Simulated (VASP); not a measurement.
# GePt: Pt into a neighbouring Pt vacancy

How hard is this move in GePt: Pt into a neighbouring Pt vacancy? Both ends are relaxed first, then a band of images between them. The start is a cell from a database of measured crystal structures.

Calculated with VASP 6.6.1; PBEsol; plane waves and PAW (Pt, Ge).

This is a report of a sequence of runs, with most program output left out.

## 1. The host crystal

It takes space group Pnma (No. 62, orthorhombic). Conventional cell: a = 5.719 Å, b = 3.697 Å, c = 6.084 Å, α = 90.00°, β = 90.00°, γ = 90.00°. Nearest to Pt lie 6 Ge at 2.48 to 2.65 Å. Ge has 6 Pt at 2.48 to 2.65 Å nearest. Farther neighbours are not listed.

Coordinates:

```
Pt Ge
1.0
     5.71900    0.00000    0.00000
     0.00000    3.69700    0.00000
     0.00000    0.00000    6.08400
Pt Ge
4 4
Direct
  0.00050 0.75000 0.80920
  0.49950 0.25000 0.30920
  0.50050 0.75000 0.69080
  0.99950 0.25000 0.19080
  0.81500 0.75000 0.41000
  0.68500 0.25000 0.91000
  0.31500 0.75000 0.09000
  0.18500 0.25000 0.59000
```

## 2. Relax the host

The later steps need the crystal at this functional's own lattice; a raised cutoff keeps the stress reliable while the cell changes.

Contents of INCAR:

```
SYSTEM = GePt
PREC = Accurate
ENCUT = 350
EDIFF = 1E-06
NELM = 120
ISMEAR = 0
SIGMA = 0.1
LREAL = .FALSE.
ALGO = Normal
GGA = PS
NBANDS = 36
LASPH = .TRUE.
LORBIT = 11
LWAVE = .FALSE.
LCHARG = .FALSE.
KPAR = 6
IBRION = 2
NSW = 40
ISIF = 3
EDIFFG = -0.02
POTIM = 0.4
```

Contents of POSCAR:

```
GePt
1.0
    5.7190000000      0.0000000000      0.0000000000
    0.0000000000      3.6970000000      0.0000000000
    0.0000000000      0.0000000000      6.0840000000
Pt Ge
4 4
Direct
    0.0005000000      0.7500000000      0.8092000000
    0.4995000000      0.2500000000      0.3092000000
    0.5005000000      0.7500000000      0.6908000000
    0.9995000000      0.2500000000      0.1908000000
    0.8150000000      0.7500000000      0.4100000000
    0.6850000000      0.2500000000      0.9100000000
    0.3150000000      0.7500000000      0.0900000000
    0.1850000000      0.2500000000      0.5900000000
```

Contents of KPOINTS:

```
Automatic mesh
0
Gamma
4 5 3
0 0 0
```

The projector-augmented-wave data sets are Pt and Ge (PBE family, release 64).

Run with:

```sh
> mpirun -np 6 vasp_std
```

Elapsed: 66 s, on 6 MPI ranks of Intel Xeon Platinum 8259CL at 2.50GHz (Skylake/Cascade Lake), shared host; peak memory 1.2 GiB.

The k-mesh is coarse for a metal. The PAW data sets were made with PBE, which is usual practice but a small mismatch for other functionals. The data set Ge keeps the semicore shell frozen, which is cheaper and a little less accurate. The run keeps the 8 symmetry operations of its start, so it cannot find a distortion of lower symmetry.

The steps of the relaxation:

| step | energy less that of the first step (eV) | largest force (eV/Å) | pressure (GPa) | volume (Å³) |
| --- | --- | --- | --- | --- |
| 1 | 0.0000 | 0.0848 | 1.61 | 128.63 |
| 2 | 0.0012 | 0.0632 | -1.84 | 131.05 |
| 3 | -0.0060 | 0.0706 | -0.07 | 129.77 |
| 4 | -0.0068 | 0.0482 | -0.04 | 129.76 |
| 5 | -0.0075 | 0.0210 | 0.00 | 129.75 |
| 6 | -0.0075 | 0.0192 | 0.03 | 129.74 |
| 7 | -0.0079 | 0.0094 | -0.03 | 129.78 |
| 8 | -0.0081 | 0.0215 | -0.08 | 129.83 |
| 9 | -0.0082 | 0.0114 | 0.17 | 129.67 |
| 10 | -0.0082 | 0.0116 | 0.14 | 129.68 |
| 11 | -0.0084 | 0.0046 | 0.02 | 129.75 |

| conventional cell, symmetrised | before | after | change |
| --- | --- | --- | --- |
| a (Å) | 5.719 | 5.736 | +0.3 % |
| b (Å) | 3.697 | 3.697 | +0.0 % |
| c (Å) | 6.084 | 6.119 | +0.6 % |
| volume (Å³/atom) | 16.08 | 16.22 | +0.9 % |

The atoms that moved most (Å, as changes of fractional coordinates times the final cell):

| atom | dx | dy | dz | length |
| --- | --- | --- | --- | --- |
| Ge5 | -0.002 | 0.000 | 0.015 | 0.016 |
| Ge7 | -0.002 | 0.000 | -0.015 | 0.016 |
| Ge8 | 0.002 | 0.000 | -0.015 | 0.016 |
| Ge6 | 0.002 | 0.000 | 0.015 | 0.016 |
| Pt1 | -0.004 | 0.000 | -0.007 | 0.007 |
| Pt3 | -0.004 | 0.000 | 0.007 | 0.007 |
| Pt2 | 0.004 | 0.000 | -0.007 | 0.007 |
| Pt4 | 0.004 | 0.000 | 0.007 | 0.007 |

Final coordinates:

```xyz
8
Lattice="5.7356 0.0000 0.0000 0.0000 3.6971 0.0000 0.0000 0.0000 6.1189" Properties=species:S:1:pos:R:3 pbc="T T T"
Pt   -0.0007    2.7728    4.9448
Pt    2.8685    0.9243    1.8854
Pt    2.8671    2.7728    4.2335
Pt    5.7362    0.9243    1.1740
Ge    4.6722    2.7728    2.5242
Ge    3.9312    0.9243    5.5836
Ge    1.8044    2.7728    0.5353
Ge    1.0634    0.9243    3.5947
```

Numbers from this step:

| Item | Value |
| --- | --- |
| electronic cycles | 67 |
| electrons | 56 |
| free energy (TOTEN) | -51.5388 eV |
| energy at zero smearing | -51.5313 eV |
| Fermi energy | 8.724 eV |
| labelled metallic, from the levels on this mesh | yes |

The run ended after 11 ionic steps, 0.008 eV below its first step, once forces and stress met EDIFFG = -0.02.

## 3. Relax the start

System of this step: Ge16Pt15. The cell holds 31 atoms: 15 Pt and 16 Ge. Cell: a = 9.165 Å, b = 9.165 Å, c = 9.165 Å, α = 102.5°, β = 132.4°, γ = 96.2°. It derives from GePt. Nearest the centre at fractional (0.750, 0.750, 0.750): Pt8 at 1.48 Å, Ge16 at 2.11 Å, Ge22 at 2.13 Å, Ge20 at 2.15 Å, Ge25 at 3.26 Å, Ge31 at 3.27 Å, Ge29 at 3.29 Å, Pt4 at 3.56 Å.

A path needs two true minima; the start is relaxed with symmetry off.

Contents of INCAR:

```
SYSTEM = Ge16Pt15
PREC = Normal
ENCUT = 280
EDIFF = 1E-05
NELM = 120
ISMEAR = 1
SIGMA = 0.15
LREAL = Auto
ALGO = Fast
GGA = PS
NBANDS = 132
LASPH = .TRUE.
LORBIT = 11
LWAVE = .FALSE.
LCHARG = .FALSE.
KPAR = 6
IBRION = 2
NSW = 60
ISIF = 2
EDIFFG = -0.05
POTIM = 0.4
MAXMIX = 40
ISYM = 0
```

Contents of POSCAR:

```
Ge16Pt15
1.0
   -5.7355789894      3.6971274384      6.1188819555
    5.7355789894     -3.6971274384      6.1188819555
    5.7355789894      3.6971274384     -6.1188819555
Pt Ge
15 16
Direct
    0.2818264152      0.4051481860      0.8777664006
    0.2822423842      0.9024630752      0.3751183088
    0.7812316970      0.4036652661      0.3755771887
    0.2800344335      0.4055288193      0.3756481389
    0.7778355119      0.9020505826      0.3733337921
    0.7786935544      0.4046886457      0.8762099721
    0.2783817242      0.9027725600      0.8729995274
    0.7260813903      0.5970422472      0.6279612313
    0.2155408927      0.0908649390      0.6151052303
    0.2218689564      0.5954965626      0.1247833304
    0.7173110171      0.0989528309      0.1256262204
    0.2237687670      0.1006395832      0.1303692241
    0.7167518954      0.5953718832      0.1197045517
    0.7164995957      0.0950678487      0.6219287628
    0.2182199603      0.5957081601      0.6223774664
    0.5805290879      0.6129003575      0.7825637771
    0.0841950477      0.1151208671      0.7857466807
    0.0824197382      0.6113152246      0.2828534364
    0.5798557864      0.1165886275      0.2809348943
    0.5773696387      0.7984112289      0.4642863516
    0.0803929302      0.2974483626      0.4685311258
    0.0810372939      0.7962657004      0.9663080800
    0.5806200204      0.2966752264      0.9701639068
    0.4215659252      0.2009980718      0.5360570032
    0.9211886157      0.7000413353      0.5329220617
    0.9153842862      0.2001810499      0.0329292830
    0.4188009640      0.7021160855      0.0309033671
    0.4123753777      0.3848230541      0.2136254258
    0.9195320305      0.8869332408      0.2210784708
    0.9207104356      0.3872023701      0.7189023115
    0.4192785071      0.8878114467      0.7199204256
```

Contents of KPOINTS:

```
Automatic mesh
0
Gamma
3 3 3
0 0 0
```

Run with:

```sh
> mpirun -np 6 vasp_std
```

Elapsed: 8.5 min, on 6 MPI ranks; peak memory 2.6 GiB.

Relaxation path:

| step | energy less that of the first step (eV) | largest force (eV/Å) |
| --- | --- | --- |
| 1 | 0.0000 | 1.1754 |
| 2 | -0.2733 | 0.7768 |
| 3 | -0.3941 | 0.5394 |
| 4 | -0.4673 | 0.3389 |
| 5 | -0.4997 | 0.2601 |
| 6 | -0.5268 | 0.1756 |
| 7 | -0.5360 | 0.1786 |
| 8 | -0.5463 | 0.0844 |
| 9 | -0.5484 | 0.0979 |
| 10 | -0.5518 | 0.0365 |

The atoms that moved most (Å):

| atom | dx | dy | dz | length |
| --- | --- | --- | --- | --- |
| Ge26 | -0.199 | 0.007 | -0.076 | 0.213 |
| Ge16 | 0.091 | -0.002 | 0.141 | 0.168 |
| Ge29 | -0.061 | -0.137 | 0.054 | 0.159 |
| Ge31 | -0.063 | 0.117 | 0.042 | 0.139 |
| Pt11 | -0.105 | 0.021 | 0.061 | 0.123 |
| Ge22 | 0.079 | -0.016 | -0.009 | 0.081 |
| Pt8 | 0.071 | -0.026 | 0.024 | 0.079 |
| Pt2 | 0.042 | -0.019 | -0.053 | 0.070 |

The relaxed structure:

```xyz
31
Lattice="-5.7356 3.6971 6.1189 5.7356 -3.6971 6.1189 5.7356 3.6971 -6.1189" Properties=species:S:1:pos:R:3 pbc="T T T"
Pt    5.7377    2.7719   -1.1894
Pt    5.7506   -0.9249    4.9012
Pt    0.0072    2.7712    4.9158
Pt    2.8713    0.8952    1.8720
Pt    2.8580    0.9273    8.0298
Pt    2.8713    4.6508    1.8724
Pt    8.5926    0.9181    1.9108
Pt    2.9327    2.7728    4.2775
Pt    2.8518    2.7721   -1.9155
Pt    2.8859   -0.9239    4.2315
Pt   -2.9307    2.7716    4.2866
Pt    0.0136    0.9448    1.1770
Pt   -0.0055    0.8894    7.2453
Pt    0.0130    4.6006    1.1762
Pt    5.7300    0.9551    1.1251
Ge    4.7653    2.7717    2.6550
Ge    4.6796    2.7716   -3.6063
Ge    4.6834   -0.9258    2.4688
Ge   -1.0930    2.7724    2.5442
Ge    3.9864    0.9374    5.5657
Ge    3.9127    0.9344   -0.5412
Ge    9.7233    0.9118   -0.5536
Ge    3.9118    4.6106   -0.5402
Ge    1.8310    2.7722    0.5219
Ge    1.7778    2.7703    6.6868
Ge   -4.1124    2.7728    6.5488
Ge    1.8460   -0.9254    6.6287
Ge    1.0874    0.9278    3.5994
Ge    1.0203    0.8008    9.7544
Ge    1.0866    4.6162    3.5987
Ge    6.7537    1.0462    3.6345
```

This step gave:

```yaml
electronic_cycles: 81
electrons: 214
free_energy_toten: -198.3399 eV
energy_at_zero_smearing: -198.3433 eV
fermi_energy: 8.077 eV
```

The run ended after 10 ionic steps, 0.552 eV below its first step, once the forces on the free atoms met EDIFFG = -0.05.

## 4. Relax the end

The end state is relaxed in the same way, so that both ends share their errors.

INCAR is that of step 3.

Contents of POSCAR:

```
Ge16Pt15
1.0
   -5.7355789894      3.6971274384      6.1188819555
    5.7355789894     -3.6971274384      6.1188819555
    5.7355789894      3.6971274384     -6.1188819555
Pt Ge
15 16
Direct
    0.2782411092      0.3998757895      0.8773458321
    0.2768239034      0.9014344573      0.3747890714
    0.7787119662      0.4059953730      0.3737602336
    0.2828659377      0.4058954815      0.3766493986
    0.7742205900      0.9023153232      0.3733574275
    0.7776377367      0.4060542323      0.8778144487
    0.2799389857      0.9057666696      0.8747922243
    0.7779334344      0.9028969570      0.8750379024
    0.2192277762      0.0977844337      0.6229638466
    0.2127814308      0.5945039540      0.1234745736
    0.7261916919      0.0953172199      0.1329086493
    0.2211549938      0.0924397985      0.1244708941
    0.7208637825      0.5959815560      0.1232345954
    0.7213990407      0.0949992180      0.6251034138
    0.2185176369      0.5929684586      0.6227206879
    0.5764343216      0.6117865652      0.7792725710
    0.0810283152      0.1160134339      0.7846974131
    0.0797484321      0.6140796810      0.2820545786
    0.5801295166      0.1124079340      0.2838061757
    0.5779373148      0.7986862118      0.4675548771
    0.0828633844      0.3000487030      0.4650726224
    0.0781994177      0.7934158450      0.9660823747
    0.5833066335      0.2985697035      0.9701293693
    0.4205101803      0.2010877547      0.5318299578
    0.9244167325      0.7025397175      0.5387932899
    0.9182805085      0.1998894369      0.0309274307
    0.4189428314      0.7015146831      0.0324094131
    0.4200444352      0.3825862719      0.2170298018
    0.9226176185      0.8865461732      0.2173785367
    0.9176521307      0.3857747743      0.7189944519
    0.4192587338      0.8895833462      0.7250864641
```

KPOINTS is that of step 3.

Run with:

```sh
> mpirun -np 6 vasp_std
```

Elapsed: 9.2 min, on 6 MPI ranks; peak memory 2.6 GiB.

Relaxation path:

| step | energy less that of the first step (eV) | largest force (eV/Å) |
| --- | --- | --- |
| 1 | 0.0000 | 1.1790 |
| 2 | -0.2541 | 0.8075 |
| 3 | -0.3610 | 0.4879 |
| 4 | -0.4330 | 0.3409 |
| 5 | -0.4689 | 0.2349 |
| 6 | -0.4970 | 0.1394 |
| 7 | -0.5068 | 0.1588 |
| 8 | -0.5181 | 0.0755 |
| 9 | -0.5199 | 0.0689 |
| 10 | -0.5229 | 0.0431 |

The atoms that moved most (Å):

| atom | dx | dy | dz | length |
| --- | --- | --- | --- | --- |
| Ge16 | -0.185 | 0.024 | 0.115 | 0.219 |
| Ge25 | 0.087 | -0.032 | -0.151 | 0.177 |
| Ge20 | -0.056 | 0.134 | -0.031 | 0.148 |
| Ge22 | -0.021 | -0.129 | -0.008 | 0.131 |
| Pt3 | 0.061 | 0.016 | -0.071 | 0.095 |
| Ge28 | 0.091 | -0.004 | 0.023 | 0.094 |
| Pt10 | -0.012 | 0.031 | 0.083 | 0.089 |
| Pt5 | -0.010 | 0.058 | 0.066 | 0.088 |

The relaxed structure:

```xyz
31
Lattice="-5.7356 3.6971 6.1189 5.7356 -3.6971 6.1189 5.7356 3.6971 -6.1189" Properties=species:S:1:pos:R:3 pbc="T T T"
Pt    5.7545    2.7730   -1.1789
Pt    5.7206   -0.9270    4.9627
Pt    0.0672    2.7753    4.8908
Pt    2.8811    0.9031    1.8727
Pt    2.8657    0.9648    8.0398
Pt    2.8826    4.6460    1.8718
Pt    8.6018    0.8976    1.9255
Pt    5.6736    2.7739    4.8778
Pt    2.8694    2.7772   -1.8793
Pt    2.8857   -0.9237    4.2668
Pt   -2.8600    2.7776    4.2534
Pt   -0.0110    0.9326    1.1386
Pt    0.0060    0.8940    7.2956
Pt   -0.0074    4.6175    1.1368
Pt    5.7418    0.9571    1.1777
Ge    4.4871    2.7743    2.6176
Ge    4.7173    2.7748   -3.5786
Ge    4.7014   -0.9228    2.5242
Ge   -1.0878    2.7786    2.4853
Ge    3.8923    1.0465    5.5318
Ge    3.9568    0.9250   -0.5481
Ge    9.6226    0.7982   -0.5864
Ge    3.9566    4.6278   -0.5490
Ge    1.8116    2.7736    0.5375
Ge    1.9050    2.7807    6.5074
Ge   -3.9641    2.7761    6.6231
Ge    1.8200   -0.9199    6.6982
Ge    1.1211    0.9368    3.6060
Ge    1.0467    0.9341    9.7063
Ge    1.1224    4.6124    3.6026
Ge    6.7807    0.9146    3.5879
```

This step gave:

```yaml
electronic_cycles: 83
energy_at_zero_smearing: -198.3432 eV
fermi_energy: 8.075 eV
```

The run ended after 10 ionic steps, 0.523 eV below its first step, once the forces on the free atoms met EDIFFG = -0.05.

(Part 1 of 2 ends here.)

[Lines on the potential files, build, host, timing and source positions are cut from VASP's logs without a mark.]

[Logs are printed without paths, hosts, clocks, repeated set-up lines and the standing remarks that a program may print on its own settings, such as how far it seeks lower states.]

[Hosts, paths, dates, database ids (printed as entryN), source tags and the programs' standing remarks are cut or masked in the printed files.]

[Runs that stopped without an error message from VASP are left out.]
